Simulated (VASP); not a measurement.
Consider the following.

```xyz
2
Lattice="0.0000 2.4900 2.4900 2.4900 0.0000 2.4900 2.4900 2.4900 0.0000" Properties=species:S:1:pos:R:3 pbc="T T T"
Gd     0.0000     0.0000     0.0000
N      2.4900     2.4900     2.4900
```

All values below come from PBE GGA, VASP's PBE PAW potentials (set 64) (plane waves; VASP). Numerical set-up: 600 eV cut-off, 12×12×12 Γ-centred mesh, first-order Methfessel-Paxton smearing of 0.10 eV, potentials Gd_3 N.

The 4f electrons are frozen in the core of the lanthanide potential, so 4f levels, which can set the real gap, and their magnetism are missing.

Each relaxation starts from this cell; other phases were not tried.

Question: The cell is relaxed at 2 GPa. What happens?

Answer: The volume per atom goes from 15.44 to 15.24 Å³ (-1.3 %), and the cell becomes a = 4.9591 Å, b = 4.9591 Å, c = 4.9591 Å, α = 90.00°, β = 90.00°, γ = 90.00°, space group Fm-3m.

Question: The cell is relaxed at 20 GPa. What happens?

Answer: The volume per atom goes from 15.44 to 13.92 Å³ (-9.8 %), and the cell becomes a = 4.811 Å, b = 4.811 Å, c = 4.811 Å, α = 90.00°, β = 90.00°, γ = 90.00°, space group Fm-3m.

Failed runs are left out, and for metals the shear rows, which the mesh's noise covers.

The compound is GdN in the rock salt structure. The cell was not relaxed at this level.
